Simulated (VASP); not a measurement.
An input for Ansatz (written as the equivalent of a VASP run, and not itself run):

Ansatz 0.2 input:
```yaml
crystal:
  lattice:
    - [4.2426410, 0.0000000, 0.0000000]
    - [-4.2426410, 4.2426410, 0.0000000]
    - [0.0000000, 0.0000000, 26.5000000]
  atoms:
    - { symbol: Al, position: [0.5270090, 0.0068850, 0.4150830] }
    - { symbol: Al, position: [0.4871950, 0.4975190, 0.4138090] }
    - { symbol: Al, position: [0.5073020, 0.5139890, 0.3033550] }
    - { symbol: Al, position: [0.5145570, -0.0039000, 0.3043070] }
    - { symbol: Al, position: [0.5055410, -0.0235960, 0.6443860] }
    - { symbol: Al, position: [0.5268050, 0.5046940, 0.6408160] }
    - { symbol: Al, position: [0.4633850, 0.4900660, 0.5261420] }
    - { symbol: Al, position: [0.5058580, 0.0277200, 0.5295660] }
    - { symbol: Au, position: [0.0038940, 0.0016540, 0.4695310] }
    - { symbol: Au, position: [0.9483940, 0.4675460, 0.3621260] }
    - { symbol: Au, position: [0.0248490, 0.0212610, 0.6960970] }
    - { symbol: Au, position: [0.9852120, 0.4961630, 0.5815750] }
kpoints:
  mp_grid: { grid: [5, 4, 1] }
hamiltonian:
  xc: revpbe
  pseudopotentials: { kind: paw }
scf:
  occupations: { method: gaussian, width: 0.1 }
  max_iter: 100
output: { forces: true, stress: true, eigenvalues: true }
```

Task: Write the VASP files for the same calculation (revPBE).

Result: Several could match; the one computed here: 
### INCAR
```
ALGO=Normal
EDIFF=1E-6
ENCUT=300
GGA=RE
ISIF=2
ISMEAR=0
LASPH=.TRUE.
LCHARG=.FALSE.
LMAXMIX=6
LREAL=.FALSE.
LWAVE=.FALSE.
NELM=100
PREC=Accurate
SIGMA=0.1
SYSTEM=Al2Au
```

KPOINTS:
```
Automatic mesh
0
Gamma
5 4 1
0 0 0
```

POSCAR:
```
Al2Au
1
    4.2426410000     0.0000000000     0.0000000000
   -4.2426410000     4.2426410000     0.0000000000
    0.0000000000     0.0000000000    26.5000000000
Al Au
8 4
Direct
  0.5270090000   0.0068850000   0.4150830000
  0.4871950000   0.4975190000   0.4138090000
  0.5073020000   0.5139890000   0.3033550000
  0.5145570000  -0.0039000000   0.3043070000
  0.5055410000  -0.0235960000   0.6443860000
  0.5268050000   0.5046940000   0.6408160000
  0.4633850000   0.4900660000   0.5261420000
  0.5058580000   0.0277200000   0.5295660000
  0.0038940000   0.0016540000   0.4695310000
  0.9483940000   0.4675460000   0.3621260000
  0.0248490000   0.0212610000   0.6960970000
  0.9852120000   0.4961630000   0.5815750000
```

POTCAR, in this order: Al Au (PBE.64 set). Program: vasp_std.

Limits of the translation: each code has its own PAW files, so the cut-off isn't converted (ENCUT is set for VASP's; basis.ecutwfc is left out, and Ansatz then takes the one that its files recommend); Ansatz stops its SCF on the density residual and VASP on the energy change (EDIFF).

The cell is a sheet with vacuum, built from a generated structure.
